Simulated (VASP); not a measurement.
```
IrO2
1.0
    4.51137     0.00000     0.00000
    0.00000     4.51137     0.00000
    0.00000     0.00000     3.17964
Ir O
2 4
Cartesian
  4.51137   4.51137   3.17964
  2.25568   2.25568   1.58982
  1.39164   1.39164   3.17964
  3.64732   0.86405   1.58982
  0.86405   3.64732   1.58982
  3.11973   3.11973   0.00000
```

The numbers are results of PBE GGA with D4 dispersion, VASP's PBE PAW potentials (set 64) (plane waves; VASP), not measurements. Settings: 520 eV cut-off, 8×8×11 Γ-centred mesh, tetrahedra with Blöchl corrections, potentials Ir O.

Unless said otherwise, spin-orbit coupling is left out, though it shifts the bands of the heavy elements here.

Problem. Predict the energy per atom (σ→0), band gap (on the k-mesh) with the smallest direct gap where there is one.

Solution. 
The band gap (on the k-mesh) comes out as none (metal, semimetal or under 0.01 eV) and the energy per atom (σ→0) comes out as -7.351 eV/atom.

Total energies compare only between runs with the same potentials, cut-off and functional.

The compound is IrO2 in the rutile structure. It was relaxed first.
